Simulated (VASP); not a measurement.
## FC2SeH: single point with PBE

FC2SeH, in a box:

```
F C Se H
1.0
    12.00000    0.00000    0.00000
     0.00000   12.00000    0.00000
     0.00000    0.00000   12.00000
F C Se H
1 2 1 1
Cartesian
  5.6096 4.6500 7.2993
  5.7349 5.5777 6.4189
  6.3594 6.6075 6.0434
  4.8241 6.2792 4.8013
  7.1648 7.4221 6.1112
```

The cell isn't the ideal one: atoms moved at random, drawn with an rms of 0.05 Å.

```json
{"Program": "VASP 6.6.1", "Task": "single point", "Functional": "PBE", "Potentials or basis": "VASP PAW PBE potentials, release 64 (F, C, Se, H)", "Cutoff": "520 eV", "k mesh": "1 × 1 × 1", "Occupations": "gaussian, width 0.01 eV", "Spin": "no spin polarisation", "Further INCAR settings": "ALGO = Normal; EDIFF = 1e-07; NBANDS = 19"}
```

```yaml
Largest_force: 3.887 eV/Å
Gap_between_the_frontier_levels: 2.47 eV
```

Forces on the atoms (eV/Å):
```
F   -0.153 -1.169  0.989
C   -0.746  0.069 -0.716
C    2.572  2.908 -0.191
Se  -0.357 -0.316 -0.102
H   -1.316 -1.492  0.021
```

Levels at points of the mesh, in eV from the valence-band top:
```csv
k point,band 9,band 10,band 11,band 12,band 13,band 14
"(0.00, 0.00, 0.00)",-3.72,-2.85,0.00,2.47,3.53,3.57
```

Run time: 3.9 min on 1 thread of Intel(R) Xeon(R) Platinum 8375C CPU @ 2.90GHz (Ice Lake), with other jobs on the host, peak memory 1.2 GiB.
